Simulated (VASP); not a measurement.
Output of a VASP run:

**OSZICAR**
```
       N       E                     dE             d eps       ncg     rms          rms(c)
DAV:   1     0.580088074826E+02    0.58009E+02   -0.72868E+03  8204   0.137E+03
DAV:   2    -0.293410854499E+02   -0.87350E+02   -0.80954E+02  8107   0.246E+02
DAV:   3    -0.314456131362E+02   -0.21045E+01   -0.20652E+01  9731   0.535E+01
DAV:   4    -0.314828450834E+02   -0.37232E-01   -0.37223E-01 11822   0.524E+00
DAV:   5    -0.314830889899E+02   -0.24391E-03   -0.24390E-03 10014   0.435E-01    0.179E+01
DAV:   6    -0.271851620658E+02    0.42979E+01   -0.23231E+01  9038   0.101E+02    0.102E+01
DAV:   7    -0.264155862195E+02    0.76958E+00   -0.27201E+00  9626   0.329E+01    0.536E+00
DAV:   8    -0.264346150293E+02   -0.19029E-01   -0.82203E-02 10982   0.279E+00    0.205E+00
DAV:   9    -0.264145468455E+02    0.20068E-01   -0.15122E-02 10818   0.186E+00    0.676E-01
DAV:  10    -0.264113950917E+02    0.31518E-02   -0.12453E-02 10615   0.205E+00    0.274E-01
DAV:  11    -0.264114184430E+02   -0.23351E-04   -0.84207E-04  9716   0.477E-01    0.140E-01
DAV:  12    -0.264114069796E+02    0.11463E-04   -0.39766E-05 12393   0.108E-01    0.921E-02
DAV:  13    -0.264114326613E+02   -0.25682E-04   -0.10701E-04 10499   0.184E-01    0.299E-02
DAV:  14    -0.264114299728E+02    0.26885E-05   -0.83518E-06  9664   0.566E-02    0.419E-03
DAV:  15    -0.264114294268E+02    0.54596E-06   -0.18758E-07  4876   0.409E-03
   1 F= -.26411429E+02 E0= -.26411362E+02  d E =-.264114E+02  mag=     3.3693
```

**OUTCAR**
```
------------------------ aborting loop because EDIFF is reached ----------------------------------------
  FORCE on cell =-STRESS in cart. coord.  units (eV):
  Direction    XX          YY          ZZ          XY          YZ          ZX
  --------------------------------------------------------------------------------------
  Total        0.0085960      0.0085960      0.0129200     -0.0000000      0.0000000      0.0000000
  in kB        0.6531809      0.6531810      0.9817447     -0.0000000      0.0000000      0.0000000
  external PRESSURE =       0.7627022 kB  Pullay stress =       0.0000000 kB
  volume of cell :       21.09
      direct lattice vectors                 reciprocal lattice vectors
     1.231279159 -2.132638285  0.000000000     0.406081754 -0.234451385  0.000000000
     1.231279159  2.132638285  0.000000000     0.406081754  0.234451385  0.000000000
     0.000000000  0.000000000  4.014864986     0.000000000  0.000000000  0.249074378
 POSITION                                       TOTAL-FORCE (eV/Angst)
 -----------------------------------------------------------------------------------
      1.23128      0.71088      1.00372        -0.000000     -0.000000      0.000000
      1.23128     -0.71088      3.01115         0.000000      0.000000      0.000000
 -----------------------------------------------------------------------------------
    total drift:                                0.000000     -0.000006     -0.000028
  FREE ENERGIE OF THE ION-ELECTRON SYSTEM (eV)
  ---------------------------------------------------
  free  energy   TOTEN  =       -26.4114294268 eV

  energy  without entropy=      -26.4112259997  energy(sigma->0) =      -26.41136162

 total charge

# of ion       s       p       d       tot
------------------------------------------
    1        0.521   0.583   7.248   8.352
    2        0.521   0.583   7.248   8.352
--------------------------------------------------
tot          1.041   1.166  14.496  16.704

 magnetization (x)

# of ion       s       p       d       tot
------------------------------------------
    1       -0.016  -0.093   1.854   1.746
    2       -0.016  -0.093   1.854   1.746
--------------------------------------------------
tot         -0.031  -0.186   3.708   3.492

 reached required accuracy - stopping structural energy minimisation
```
(Selected blocks of OUTCAR.)

File POSCAR:
```
Co
1
    1.2312791589    -2.1326382846     0.0000000000
    1.2312791589     2.1326382846     0.0000000000
    0.0000000000     0.0000000000     4.0148649862
Co
2
Direct
  0.3333330000   0.6666670000   0.2500000000
  0.6666670000   0.3333330000   0.7500000000
```

### Question
Write an INCAR and KPOINTS that could have produced this output.

### Answer
Several could match; the one computed here: the input of the run itself, r2SCAN meta-GGA, plane waves, VASP's PBE PAW potentials (set 64).

### KPOINTS
```
Automatic mesh
0
Gamma
15 15 8
0 0 0
```

INCAR:
```
! general
SYSTEM =Co
PREC   =Accurate
ENCUT  =400
LREAL  =.FALSE.
LASPH  =.TRUE.

! electronic loop
EDIFF  =1E-6
NELM   =100
ALGO   =Normal
LMAXMIX=4
LMIXTAU=.TRUE.

! smearing
ISMEAR =1
SIGMA  =0.1

! functional
METAGGA=R2SCAN

! spin
ISPIN  =2
MAGMOM =2*1.7

! ions
IBRION =2
NSW    =60
ISIF   =3
EDIFFG =-0.01

! output
LWAVE  =.FALSE.
LCHARG =.FALSE.
LORBIT =10
```

POTCAR, in this order: Co (PBE.64 set). Program: vasp_std.

The compound is Co in the hcp structure. It was relaxed first, which changed the volume by -5 %. The start is the result of an earlier pass.
